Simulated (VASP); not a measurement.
These are PBE GGA, VASP's PBE PAW potentials (set 64) (plane waves; VASP 6.6.1) values and carry that method's errors.

Input for VASP

INCAR:
```
! general
SYSTEM  = GdN
PREC    = Accurate
ENCUT   = 400
LREAL   = .FALSE.   ! projection in real space or not
LASPH   = .TRUE.

! electronic loop
EDIFF   = 1E-6   ! SCF stop (eV)
NELM    = 100   ! most electronic steps
ALGO    = Normal   ! blocked Davidson
LMAXMIX = 6   ! l cut-off of mixed one-centre charges

! smearing
ISMEAR  = -1   ! Fermi-Dirac
SIGMA   = 0.01   ! width (eV)

! functional
GGA     = PE   ! PBE

! spin
ISPIN   = 2
MAGMOM  = 7.0 0.0

! ions
ISIF    = 2   ! forces and stress, cell fixed

! output
LWAVE   = .FALSE.
LCHARG  = .FALSE.
LORBIT  = 11   ! lm-projected
```

**POSCAR**
```
GdN
3.442160
  0.0000000000   0.7071068748   0.7071068748
  0.7071068748   0.0000000000   0.7071068748
  0.7071068748   0.7071068748   0.0000000000
Gd N
1 1
Cartesian
  0.0000000000   0.0000000000   0.0000000000
  0.7071068748   0.7071068748   0.7071068748
```

### KPOINTS
```
Automatic mesh
0
Gamma
5 5 5
0 0 0
```

POTCAR, in this order: Gd N (PBE.64 set). Program: vasp_std.

Output of the run:

### OSZICAR
```
       N       E                     dE             d eps       ncg     rms          rms(c)
DAV:   1     0.106798171242E+03    0.10680E+03   -0.75999E+03   964   0.478E+03
DAV:   2    -0.798366974988E+01   -0.11478E+03   -0.10305E+03   939   0.361E+02
DAV:   3    -0.224860822551E+02   -0.14502E+02   -0.14037E+02  1123   0.114E+02
DAV:   4    -0.243317711691E+02   -0.18457E+01   -0.18269E+01  1483   0.308E+01
DAV:   5    -0.243872183659E+02   -0.55447E-01   -0.55294E-01  1293   0.603E+00    0.445E+01
DAV:   6    -0.302231253529E+02   -0.58359E+01   -0.64852E+01  1128   0.214E+02    0.201E+02
DAV:   7    -0.226251773716E+02    0.75979E+01   -0.65231E+01  1090   0.108E+02    0.833E+01
DAV:   8    -0.232531200130E+02   -0.62794E+00   -0.84066E+00  1209   0.145E+02    0.583E+01
DAV:   9    -0.400555216270E+02   -0.16802E+02   -0.46994E+01  1225   0.150E+02    0.115E+02
DAV:  10    -0.445980410004E+02   -0.45425E+01   -0.63049E+00  1369   0.306E+01    0.143E+02
DAV:  11    -0.308425393532E+02    0.13756E+02   -0.16452E+01  1036   0.828E+01    0.818E+01
DAV:  12    -0.225599212731E+02    0.82826E+01   -0.49862E+01  1123   0.149E+02    0.486E+01
DAV:  13    -0.228954867110E+02   -0.33557E+00   -0.41135E+00  1471   0.354E+01    0.209E+01
DAV:  14    -0.229042903042E+02   -0.88036E-02   -0.62516E-01  1461   0.143E+01    0.254E+01
DAV:  15    -0.229021729490E+02    0.21174E-02   -0.11793E-01  1458   0.232E+00    0.279E+01
DAV:  16    -0.228613940376E+02    0.40779E-01   -0.24538E-02  1137   0.594E+00    0.312E+01
DAV:  17    -0.229220763852E+02   -0.60682E-01   -0.10590E+00   924   0.589E+01    0.164E+01
DAV:  18    -0.231894907745E+02   -0.26741E+00   -0.85352E-01  1097   0.265E+01    0.342E+01
DAV:  19    -0.232574980487E+02   -0.68007E-01   -0.97143E-02  1327   0.536E+00    0.393E+01
DAV:  20    -0.233756878229E+02   -0.11819E+00   -0.10421E-01  1017   0.163E+01    0.427E+01
DAV:  21    -0.238540968556E+02   -0.47841E+00   -0.32724E-01   926   0.251E+01    0.631E+01
DAV:  22    -0.238627412149E+02   -0.86444E-02   -0.84066E-02  1021   0.159E+00    0.677E+01
DAV:  23    -0.237964137907E+02    0.66327E-01   -0.36974E-02  1321   0.334E+00    0.667E+01
DAV:  24    -0.236744972969E+02    0.12192E+00   -0.47003E-02  1014   0.749E+00    0.608E+01
DAV:  25    -0.234437018580E+02    0.23080E+00   -0.23414E-01  1009   0.188E+01    0.566E+01
DAV:  26    -0.233178229124E+02    0.12588E+00   -0.12489E-01  1215   0.120E+01    0.390E+01
DAV:  27    -0.233057827097E+02    0.12040E-01   -0.23335E-02  1289   0.200E+00    0.381E+01
DAV:  28    -0.233174934928E+02   -0.11711E-01   -0.27849E-03  1308   0.137E+00    0.378E+01
DAV:  29    -0.233056360275E+02    0.11857E-01   -0.12288E-03  1041   0.122E+00    0.372E+01
DAV:  30    -0.232671742326E+02    0.38462E-01   -0.36995E-02  1011   0.578E+00    0.343E+01
DAV:  31    -0.232866997573E+02   -0.19526E-01   -0.63783E-03  1228   0.214E+00    0.317E+01
DAV:  32    -0.232483762507E+02    0.38324E-01   -0.11181E-02  1302   0.438E+00    0.312E+01
DAV:  33    -0.232015819942E+02    0.46794E-01   -0.19491E-02   975   0.672E+00    0.257E+01
DAV:  34    -0.231443578376E+02    0.57224E-01   -0.47390E-02  1165   0.104E+01    0.156E+01
DAV:  35    -0.231392488242E+02    0.51090E-02   -0.24107E-02  1440   0.265E+00    0.103E+01
DAV:  36    -0.231331632735E+02    0.60856E-02   -0.50256E-03  1151   0.239E+00    0.806E+00
DAV:  37    -0.231182272939E+02    0.14936E-01   -0.12469E-02  1049   0.649E+00    0.247E+00
DAV:  38    -0.231121809308E+02    0.60464E-02   -0.18018E-02  1080   0.671E+00    0.274E+00
DAV:  39    -0.231120233917E+02    0.15754E-03   -0.95715E-03  1436   0.297E+00    0.460E+00
DAV:  40    -0.231125253592E+02   -0.50197E-03   -0.55313E-03  1452   0.831E-01    0.459E+00
DAV:  41    -0.231125839417E+02   -0.58582E-04   -0.12345E-03  1377   0.846E-01    0.350E+00
DAV:  42    -0.231126630951E+02   -0.79153E-04   -0.32753E-04  1018   0.958E-01    0.311E+00
DAV:  43    -0.231125328510E+02    0.13024E-03   -0.19196E-04  1312   0.524E-01    0.289E+00
DAV:  44    -0.231125278128E+02    0.50382E-05   -0.11012E-04  1167   0.258E-01    0.252E+00
DAV:  45    -0.231127085889E+02   -0.18078E-03   -0.12980E-04   852   0.638E-01    0.235E+00
DAV:  46    -0.231127899137E+02   -0.81325E-04   -0.42098E-05  1335   0.260E-01    0.212E+00
DAV:  47    -0.231127710309E+02    0.18883E-04   -0.18372E-05  1233   0.148E-01    0.202E+00
DAV:  48    -0.231127509202E+02    0.20111E-04   -0.49224E-06   961   0.127E-01    0.142E+00
DAV:  49    -0.231127272404E+02    0.23680E-04   -0.19824E-05   823   0.217E-01    0.905E-01
DAV:  50    -0.231127038958E+02    0.23345E-04   -0.36137E-05  1011   0.306E-01    0.598E-01
DAV:  51    -0.231127251739E+02   -0.21278E-04   -0.45144E-05  1088   0.132E-01    0.184E-01
DAV:  52    -0.231127090286E+02    0.16145E-04   -0.53095E-05   938   0.395E-01    0.911E-02
DAV:  53    -0.231127090327E+02   -0.40218E-08   -0.13060E-05  1374   0.816E-02    0.670E-02
DAV:  54    -0.231127087873E+02    0.24533E-06   -0.84540E-07   514   0.477E-02
   1 F= -.23112709E+02 E0= -.23112439E+02  d E =-.540227E-03  mag=     7.0004
```

File OUTCAR:
```
------------------------ aborting loop because EDIFF is reached ----------------------------------------
  FORCE on cell =-STRESS in cart. coord.  units (eV):
  Direction    XX          YY          ZZ          XY          YZ          ZX
  --------------------------------------------------------------------------------------
  Total        1.5551655      1.5551655      1.5551655      0.0000000      0.0000000      0.0000000
  in kB       86.3990277     86.3990277     86.3990277      0.0000000      0.0000000      0.0000000
  external PRESSURE =      86.3990277 kB  Pullay stress =       0.0000000 kB
  volume of cell :       28.84
      direct lattice vectors                 reciprocal lattice vectors
     0.000000000  2.433975000  2.433975000    -0.205425282  0.205425282  0.205425282
     2.433975000  0.000000000  2.433975000     0.205425282 -0.205425282  0.205425282
     2.433975000  2.433975000  0.000000000     0.205425282  0.205425282 -0.205425282
 POSITION                                       TOTAL-FORCE (eV/Angst)
 -----------------------------------------------------------------------------------
      0.00000      0.00000      0.00000        -0.000000      0.000000      0.000000
      2.43398      2.43398      2.43398         0.000000     -0.000000     -0.000000
 -----------------------------------------------------------------------------------
    total drift:                                0.000000     -0.000000     -0.000000
  FREE ENERGIE OF THE ION-ELECTRON SYSTEM (eV)
  ---------------------------------------------------
  free  energy   TOTEN  =       -23.1127087873 eV

  energy  without entropy=      -23.1121685601  energy(sigma->0) =      -23.11243867

 total charge

# of ion       s       p       d       f       tot
--------------------------------------------------
    1        2.038   5.670   0.584   6.998  15.290
    2        1.268   2.372   0.000   0.000   3.640
--------------------------------------------------
tot          3.307   8.042   0.584   6.998  18.930

 magnetization (x)

# of ion       s       p       d       f       tot
--------------------------------------------------
    1       -0.005  -0.078   0.100   6.790   6.807
    2       -0.008  -0.093   0.000   0.000  -0.102
--------------------------------------------------
tot         -0.014  -0.172   0.100   6.790   6.705
```
(Selected blocks of OUTCAR.)

At this cut-off the stress carries a Pulay error, which pulls relaxed volumes low.  The moments were started parallel, and other spin orders were not tried in this run.

The structure is a typed GdN crystal (Fm-3m). The cell was not relaxed at this level. The k-mesh is coarse (spacing up to 0.45 per Å, 2π included), so the numbers may not be converged in it. The run is one of a series of settings (KPOINTS 5×5×5 Γ-centred mesh against the base run), some of them coarse on purpose.
